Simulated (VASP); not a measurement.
Given:

```xyz
2
Lattice="3.1699 0.0000 0.0000 0.0000 3.1699 0.0000 0.0000 0.0000 3.1699" Properties=species:S:1:pos:R:3 pbc="T T T"
Ti     0.0000     0.0000     0.0000
Al     1.5849     1.5849     1.5849
```

These are r2SCAN meta-GGA, VASP's PBE PAW potentials (set 64) (plane waves; VASP) values and carry that method's errors. Settings: 400 eV cut-off, 13×13×13 Γ-centred mesh, tetrahedra with Blöchl corrections, potentials Ti_sv Al.

Task: Estimate the energy per atom (σ→0), band gap (over mesh and band path) with the smallest direct gap where there is one.

Result: 
The band gap (over mesh and band path) is none (metal, semimetal or under 0.01 eV). The energy per atom (σ→0) comes out as -10.152 eV/atom.

Total energies compare only between runs with the same potentials, cut-off and functional.

The structure comes from a computed database's TiAl entry (Pm-3m); how it stands against other phases isn't given here. It was relaxed first. The electron count is odd and the run is not spin-polarised, which forces a metal.
